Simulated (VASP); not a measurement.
# Zr (Zirconium): the relaxed cell at several levels, part 3 of 3

Aim: relax Zr (Zirconium) at several levels and hold each cell against experiment. LASPH is on for some levels and off for others; the table marks which. The start is a cell from a database of measured crystal structures.

VASP 6.6.1, plane waves and PAW; the level of theory is named at each step.

Still holding for the runs below: The k-mesh is coarse for a metal.

So far. Step 5 (Relaxation with r2SCAN): It ends at 23.52 Å³/atom, +1.0 % from the start, with 0.01 GPa left. The conventional cell has a = 3.242 and c = 5.168 Å. Step 6 (Relaxation with PBE + D3(BJ)): It ends at 22.46 Å³/atom, -3.5 % from the start, with 0.06 GPa left. The conventional cell has a = 3.179 and c = 5.134 Å. Against plain PBE, the dispersion term moves a by -1.5 % and c by -1.1 %.

## 7. Relaxation with r2SCAN + rVV10

This step: r2SCAN with rVV10; plane waves and PAW (Zr_sv) (VASP 6.6.1).

LUSE_VDW switches on a nonlocal correlation term for dispersion.

INCAR

```
SYSTEM = Zr
PREC = Accurate
ENCUT = 520
EDIFF = 1E-06
NELM = 100
ISMEAR = -1
SIGMA = 0.05
LREAL = .FALSE.
ALGO = Normal
METAGGA = R2SCAN
LUSE_VDW = .TRUE.
IVDW_NL = 2
BPARAM = 11.95
CPARAM = 0.0093
LASPH = .TRUE.
NBANDS = 18
LORBIT = 11
LWAVE = .FALSE.
LCHARG = .FALSE.
KPAR = 2
IBRION = 2
NSW = 60
ISIF = 3
EDIFFG = -0.01
```

POSCAR

```
Zr
1.0
    3.2320000000      0.0000000000      0.0000000000
   -1.6160000000      2.7989941050      0.0000000000
    0.0000000000      0.0000000000      5.1470000000
Zr
2
Direct
    0.3333333333      0.6666666667      0.2500000000
    0.6666666667      0.3333333333      0.7500000000
```

KPOINTS

```
Automatic mesh
0
Gamma
8 8 5
0 0 0
```

PAW data sets: Zr_sv (PBE family, release 64).

Started as:

```sh
> mpirun -np 2 vasp_std
```

The log of the run:

```text
[banner, memory and clock lines left out]
running    2 mpi-ranks, on    1 nodes
[...]
|                                                                             |
|               ----> ADVICE to this user running VASP <----                  |
|                                                                             |
|     You have switched on vdW-DFT.                                           |
|     This routine was written and supplied by Jiri Klimes. We recommend      |
|     that you carefully read and cite the following publications:            |
|       J. Klimes, D.R. Bowler, A. Michelides                                 |
|          J. Phys.: Cond Matt. 22 022201 (2010)                              |
|       J. Klimes, D.R. Bowler, A. Michelides                                 |
|          Phys. Rev. B. 83, 195131 (2011)                                    |
|     and references therein.                                                 |
|                                                                             |

[...]
DAV:   3    -0.450758595219E+02    0.25959E-03   -0.15396E-03  1518   0.276E-01    0.643E-02
Total rVV10 correction in eV:      0.4316322    24.0265098
Total rVV10 correction in eV:      0.4316322    24.0265098
DAV:   4    -0.450758943891E+02   -0.34867E-04   -0.92753E-05  1364   0.530E-02    0.256E-02
Total rVV10 correction in eV:      0.4316264    24.0265098
Total rVV10 correction in eV:      0.4316264    24.0265098
DAV:   5    -0.450759219389E+02   -0.27550E-04   -0.57954E-05  1626   0.410E-02    0.956E-03
Total rVV10 correction in eV:      0.4316291    24.0265098
Total rVV10 correction in eV:      0.4316291    24.0265098
DAV:   6    -0.450759239278E+02   -0.19888E-05   -0.16319E-06   882   0.956E-03    0.219E-03
Total rVV10 correction in eV:      0.4316285    24.0265098
Total rVV10 correction in eV:      0.4316285    24.0265098
DAV:   7    -0.450759240825E+02   -0.15474E-06   -0.11433E-07   548   0.345E-03
Total rVV10 correction in eV:      0.4316288    24.0265098
Total rVV10 correction in eV:      0.4316288    24.0265098
Total rVV10 correction in eV:      0.4316281    24.0265098
Total rVV10 correction in eV:      0.4316281    24.0265098
   3 F= -.45075924E+02 E0= -.45068920E+02  d E =-.844009E-04
[...]
reached required accuracy - stopping structural energy minimisation
```

It took 72 s on 2 MPI ranks of Intel Xeon 6975P-C (Granite Rapids), shared host; peak memory 0.53 GiB.

Parts of OUTCAR (step 7):

```text
  Total       -0.0176584     -0.0176584      0.0152097      0.0000000     -0.0000000      0.0000000
  in kB       -0.6062643     -0.6062643      0.5221925      0.0000000     -0.0000000      0.0000000
  external PRESSURE =      -0.2301121 kB  Pullay stress =       0.0000000 kB

 POSITION                                       TOTAL-FORCE (eV/Angst)
 -----------------------------------------------------------------------------------
     -0.00000      1.86693      1.28834        -0.000000      0.000000      0.000000
      1.61681      0.93346      3.86503         0.000000      0.000000      0.000000
 -----------------------------------------------------------------------------------
    total drift:                               -0.000000      0.000000     -0.000000

  FREE ENERGIE OF THE ION-ELECTRON SYSTEM (eV)
  ---------------------------------------------------
  free  energy   TOTEN  =       -45.0759240825 eV

  energy  without entropy=      -45.0619164349  energy(sigma->0) =      -45.06892026

[... 2 parts as in an earlier step ...]

[... 2 further parts left out ...]
[key lines of the parts left out:]
E-fermi :   9.0398
```

It ends at 23.33 Å³/atom, +0.2 % from the start, with -0.02 GPa left. The conventional cell has a = 3.234 and c = 5.153 Å. Against plain r2SCAN, the dispersion term moves a by -0.3 % and c by -0.3 %.

## 8. Relaxation with r2SCAN + D4

This step: r2SCAN with D4; plane waves and PAW (Zr_sv) (VASP 6.6.1).

D4 lets the coefficients depend on atomic charges too.

Changes to INCAR since step 7:

```diff
@@ -10,6 +10,7 @@
 METAGGA = R2SCAN
-LUSE_VDW = .TRUE.
-IVDW_NL = 2
-BPARAM = 11.95
-CPARAM = 0.0093
+IVDW = 13
+VDW_S6 = 1
+VDW_S8 = 0.6018749
+VDW_A1 = 0.51559235
+VDW_A2 = 5.77342911
 LASPH = .TRUE.
```

POSCAR is that of step 7.

KPOINTS is that of step 7.

Started as:

```sh
> mpirun -np 2 vasp_std
```

The log of the run:

```text
[... set-up lines as in an earlier step ...]
 entering main loop
       N       E                     dE             d eps       ncg     rms          rms(c)
[... 13 cycles as in an earlier step ...]
   1 F= -.45636680E+02 E0= -.45629680E+02  d E =-.456367E+02
[...]
N       E                     dE             d eps       ncg     rms          rms(c)
DAV:   1    -0.455332933764E+02   -0.26101E-01   -0.10828E+00  1128   0.103E+01    0.150E+00
DAV:   2    -0.455145545647E+02    0.18739E-01   -0.10545E-01  1228   0.275E+00    0.604E-01
DAV:   3    -0.455075571333E+02    0.69974E-02   -0.32164E-02  1574   0.130E+00    0.288E-01
DAV:   4    -0.455081771174E+02   -0.61998E-03   -0.24310E-03  1400   0.214E-01    0.124E-01
DAV:   5    -0.455086164616E+02   -0.43934E-03   -0.15684E-03  1588   0.208E-01    0.473E-02
DAV:   6    -0.455086265327E+02   -0.10071E-04   -0.50153E-05  1252   0.456E-02    0.158E-02
DAV:   7    -0.455086271076E+02   -0.57490E-06   -0.33947E-06  1002   0.143E-02
   2 F= -.45636528E+02 E0= -.45629574E+02  d E =0.151763E-03
 trial-energy change:    0.000152  1 .order    0.000083   -0.002430    0.002597
 step:   0.4631(harm=  0.4834)  dis= 0.00000  next Energy=   -45.637236 (dE=-0.556E-03)
[...]
N       E                     dE             d eps       ncg     rms          rms(c)
DAV:   1    -0.455157086788E+02   -0.70821E-02   -0.31262E-01  1128   0.551E+00    0.824E-01
DAV:   2    -0.455101144850E+02    0.55942E-02   -0.29808E-02  1212   0.147E+00    0.322E-01
DAV:   3    -0.455081128372E+02    0.20016E-02   -0.91353E-03  1526   0.694E-01    0.160E-01
DAV:   4    -0.455083139353E+02   -0.20110E-03   -0.71382E-04  1378   0.116E-01    0.671E-02
DAV:   5    -0.455084641152E+02   -0.15018E-03   -0.46593E-04  1604   0.114E-01    0.253E-02
DAV:   6    -0.455084698064E+02   -0.56912E-05   -0.13820E-05  1036   0.245E-02    0.858E-03
DAV:   7    -0.455084706823E+02   -0.87590E-06   -0.10068E-06   678   0.959E-03
   3 F= -.45637221E+02 E0= -.45630239E+02  d E =-.541303E-03
[...]
reached required accuracy - stopping structural energy minimisation
```

Wall time 33 s (2 MPI ranks); peak memory 0.33 GiB.

Parts of OUTCAR (step 8):

```text
  Edisp (eV):   -0.12875

  Total      -0.00734    -0.00734     0.01436     0.00000    -0.00000     0.00000
  in kB      -0.25119    -0.25119     0.49121     0.00000    -0.00000     0.00000
  external pressure =       -0.00 kB  Pullay stress =        0.00 kB

 POSITION                                       TOTAL-FORCE (eV/Angst)
 -----------------------------------------------------------------------------------
     -0.00000      1.86927      1.29001        -0.000000      0.000000      0.000000
      1.61883      0.93463      3.87004         0.000000     -0.000000      0.000000
 -----------------------------------------------------------------------------------
    total drift:                               -0.000000      0.000000     -0.000000

  FREE ENERGIE OF THE ION-ELECTRON SYSTEM (eV)
  ---------------------------------------------------
  free  energy   TOTEN  =       -45.6372213781 eV

  energy  without entropy=      -45.6232571766  energy(sigma->0) =      -45.63023928

[... 2 parts as in an earlier step ...]

[... 2 further parts left out ...]
[key lines of the parts left out:]
E-fermi :   9.0102
```

It ends at 23.42 Å³/atom, +0.6 % from the start, with 0.00 GPa left. The conventional cell has a = 3.238 and c = 5.160 Å. Against plain r2SCAN, the dispersion term moves a by -0.1 % and c by -0.1 %.

## 9. Relaxation with rev-vdW-DF2

This step: rev-vdW-DF2; plane waves and PAW (Zr_sv) (VASP 6.6.1).

rev-vdW-DF2 revises the exchange of vdW-DF2 for solids.

Changes to INCAR since step 8:

```diff
@@ -9,8 +9,8 @@
 ALGO = Normal
-METAGGA = R2SCAN
-IVDW = 13
-VDW_S6 = 1
-VDW_S8 = 0.6018749
-VDW_A1 = 0.51559235
-VDW_A2 = 5.77342911
+GGA = MK
+AGGAC = 0
+LUSE_VDW = .TRUE.
+PARAM1 = 0.1234
+PARAM2 = 0.711357
+ZAB_VDW = -1.8867
 LASPH = .TRUE.
```

POSCAR is that of step 8.

KPOINTS is that of step 8.

Started as:

```sh
> mpirun -np 2 vasp_std
```

The log of the run:

```text
[banner, memory and clock lines left out]
running    2 mpi-ranks, on    1 nodes
[...]
[... a notice as in an earlier step ...]

 [... a notice as in an earlier step ...]

 LDA part: xc-table for (Slater+PW92), standard interpolation
 POSCAR, INCAR and KPOINTS ok, starting setup
[...]
entering main loop
       N       E                     dE             d eps       ncg     rms          rms(c)
DAV:   1     0.212465085336E+03    0.21247E+03   -0.13284E+04  1080   0.132E+03
DAV:   2     0.248225158470E+01   -0.20998E+03   -0.20649E+03  1284   0.377E+02
DAV:   3    -0.128185839391E+02   -0.15301E+02   -0.15066E+02  1932   0.716E+01
DAV:   4    -0.131742518857E+02   -0.35567E+00   -0.35545E+00  1276   0.117E+01
[...]
DAV:   9    -0.124902904296E+02    0.36428E-04   -0.12567E-03  1338   0.329E-01    0.407E-02
DAV:  10    -0.124902490270E+02    0.41403E-04   -0.30158E-05  1498   0.455E-02    0.215E-02
DAV:  11    -0.124902488521E+02    0.17492E-06   -0.83653E-06  1226   0.315E-02
   1 F= -.12490249E+02 E0= -.12481644E+02  d E =-.124902E+02
[... from here on, the cycles between the ionic steps are left out ...]
   2 F= -.12491969E+02 E0= -.12483690E+02  d E =-.172012E-02
   3 F= -.12494659E+02 E0= -.12486281E+02  d E =-.441011E-02
   4 F= -.12495353E+02 E0= -.12487167E+02  d E =-.693551E-03
   5 F= -.12495428E+02 E0= -.12487331E+02  d E =-.768662E-03
[...]
reached required accuracy - stopping structural energy minimisation
```

The job ended after 84 s (2 MPI ranks; peak memory 0.65 GiB).

OUTCAR, selected parts (step 9):

```text
  Total        0.0050665      0.0050665      0.0016587     -0.0000000      0.0000000      0.0000000
  in kB        0.1773004      0.1773004      0.0580453     -0.0000000      0.0000000      0.0000000
  external PRESSURE =       0.1375487 kB  Pullay stress =       0.0000000 kB

 POSITION                                       TOTAL-FORCE (eV/Angst)
 -----------------------------------------------------------------------------------
     -0.00000      1.84724      1.29108         0.000000     -0.000000      0.000000
      1.59975      0.92362      3.87324        -0.000000      0.000000      0.000000
 -----------------------------------------------------------------------------------
    total drift:                               -0.000000      0.000000     -0.000000

  FREE ENERGIE OF THE ION-ELECTRON SYSTEM (eV)
  ---------------------------------------------------
  free  energy   TOTEN  =       -12.4954276251 eV

  energy  without entropy=      -12.4792341901  energy(sigma->0) =      -12.48733091

[... 2 parts as in an earlier step ...]

[... 2 further parts left out ...]
[key lines of the parts left out:]
E-fermi :   9.1162
```

It ends at 22.89 Å³/atom, -1.7 % from the start, with 0.01 GPa left. The conventional cell has a = 3.200 and c = 5.164 Å.

## 10. The cells as a table

This step: relaxed cells at several levels; plane waves and PAW (VASP 6.6.1).

This step runs nothing: it gathers the runs above.

Lengths are those of the conventional cell; cost is the wall time of each run, as given at its step, times its ranks, without the set-up around it; LASPH differs between rows, which moves results and costs too. Results by level, by row:

| level | volume (Å³/atom) | change from the start (%) | a (Å) | c (Å) | cost (core minutes) | LASPH |
| --- | --- | --- | --- | --- | --- | --- |
| LDA | 21.85 | -6.1 | 3.141 | 5.115 | 0.473 | off |
| PBEsol | 22.51 | -3.3 | 3.181 | 5.138 | 0.42 | off |
| PBE | 23.42 | 0.6 | 3.229 | 5.189 | 0.347 | off |
| r2SCAN | 23.52 | 1 | 3.242 | 5.168 | 1.2 | on |
| PBE + D3(BJ) | 22.46 | -3.5 | 3.179 | 5.134 | 0.48 | off |
| r2SCAN + rVV10 | 23.33 | 0.2 | 3.234 | 5.153 | 2.4 | on |
| r2SCAN + D4 | 23.42 | 0.6 | 3.238 | 5.16 | 1.1 | on |
| rev-vdW-DF2 | 22.89 | -1.7 | 3.2 | 5.164 | 2.8 | on |

## 11. Results

```json
{"volume, LDA": "21.85 Å³/atom", "volume, PBEsol": "22.51 Å³/atom", "volume, PBE": "23.42 Å³/atom", "volume, r2SCAN": "23.52 Å³/atom", "volume, PBE + D3(BJ)": "22.46 Å³/atom", "volume, r2SCAN + rVV10": "23.33 Å³/atom", "volume, r2SCAN + D4": "23.42 Å³/atom", "volume, rev-vdW-DF2": "22.89 Å³/atom"}
```

For Zr (Zirconium) the levels give volumes between 21.85 Å³/atom (LDA) and 23.52 Å³/atom (r2SCAN), a spread of 7.6 %, while the cost of the finished runs spans a factor of 8.1. Within 1 % of experiment on every length: PBE, r2SCAN, r2SCAN + rVV10 and r2SCAN + D4. The nearest, r2SCAN + rVV10, took 6.9 times the core time of PBE and lowers the largest miss from 0.73 to 0.04 %. Thermal and zero-point expansion, often some tenths of a per cent in length, bear on this order: with the measured lengths lowered by an assumed 0.4 % the nearest is still r2SCAN + rVV10. The costs hold the number of ionic steps as well as the price of the functional. The closing table has room for seven levels; rev-vdW-DF2 stands in the table of levels alone. Adding D3(BJ) to PBE changes the volume by -4.1 % (a by -1.5 % and c by -1.1 %). Adding rVV10 to r2SCAN changes the volume by -0.8 % (a by -0.3 % and c by -0.3 %). Adding D4 to r2SCAN changes the volume by -0.4 % (a by -0.1 % and c by -0.1 %). Pairwise corrections of the D and TS kind ignore the screening in a metal, so they may overbind here. Within 0.02 Å all end in space group P6_3/mmc; the runs can't lower the symmetry of the start. The k-sampling is coarse for a metal, so the Fermi level, pressures and the shape of the cell carry errors. LASPH is on for some levels and off for others, so differences between them are not the functional's alone. Each is a single relaxation on the plane waves of the start cell, so larger changes of volume carry a basis-set error that was not tested here.

Calculation against experiment:

```
              quantity  measured             LDA          PBEsol             PBE          r2SCAN    PBE + D3(BJ)  r2SCAN + rVV10     r2SCAN + D4
lattice constant a (Å)    3.2349  3.141 (-2.9 %)  3.181 (-1.7 %)  3.229 (-0.2 %)  3.242 (+0.2 %)  3.179 (-1.7 %)  3.234 (-0.0 %)  3.238 (+0.1 %)
lattice constant c (Å)    5.1512  5.115 (-0.7 %)  5.138 (-0.3 %)  5.189 (+0.7 %)  5.168 (+0.3 %)  5.134 (-0.3 %)  5.153 (+0.0 %)  5.160 (+0.2 %)
```

Measured values from arxiv:1701.02117 (2017).

Verdict: For the lattice constant a, of the levels listed nearest comes r2SCAN + rVV10 (-0.0 %, good agreement) and farthest LDA (-2.9 %, a clear miss). For the lattice constant c, of the levels listed nearest comes r2SCAN + rVV10 (+0.0 %, good agreement) and farthest PBE (+0.7 %, good agreement). The grades are ours: good and fair within 0.7 and 1.5 % for the lattice constant a and 0.8 and 2 % for the lattice constant c. For lattice constants the calculation has a static lattice, without zero-point motion or thermal expansion (measured at up to 300 K).

[Lines on the potential files, build, host, timing and source positions are cut from VASP's logs without a mark.]

[Logs are printed without paths, hosts, clocks, repeated set-up lines and the standing remarks that a program may print on its own settings, such as how far it seeks lower states.]

[Hosts, paths, dates, database ids (printed as entryN), source tags and the programs' standing remarks are cut or masked in the printed files.]

[A measured line is paired with the nearest computed mode of its activity, which favours agreement.]
